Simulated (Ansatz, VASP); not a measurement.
# One calculation of NbTe, two programs

```
Te Nb
1.0
     3.77703    0.00000    0.00000
    -1.88852    3.27101    0.00000
     0.00000    0.00000    3.69421
Te Nb
1 1
Direct
  0.66667 0.33333 0.00000
  0.00000 0.00000 0.50000
```

The cell comes from a database or a generator and needn't be the stable form of this composition.

Alike in both runs: functional PBEsol; k mesh 7 × 7 × 6; occupations fermi-dirac, width 0.05 eV; no spin polarisation.

```csv
,VASP,Ansatz
version,VASP 6.6.1,Ansatz 0.2.0
potentials or method,"VASP PAW PBE potentials, release 64 (Te, Nb_sv)",Ansatz PAW
plane-wave cutoff (eV),520,420
valence electrons in the cell,19,29
task,single point,band structure
```

Ansatz gave:

```
gap on the k mesh at the Fermi level (eV)       : none
pressure (GPa)                                  : -8.8
largest component of the traceless stress (GPa) : 0.17
```

Problem. Estimate VASP's values.

Solution. gap on the k mesh at the Fermi level (eV): none; pressure (GPa): -8.9; largest component of the traceless stress (GPa): 0.15.

A gap of «none» marks a metal or a gap that the smearing closes. With one functional, cell and mesh, what is left measures potentials, basis and numerics. The two sets of potentials don't hold the same shells in valence.

Caveats: the PAW data sets were made with another functional, which shifts forces and pressure a little (VASP); spin-orbit coupling is left out, which moves the levels of the heavy elements (Ansatz); the PAW data sets come from PBE, with cores solved anew for the run's functional, which leaves a small shift of forces and pressure (Ansatz). The runs have no spin-orbit coupling, so splittings on Te are missing.
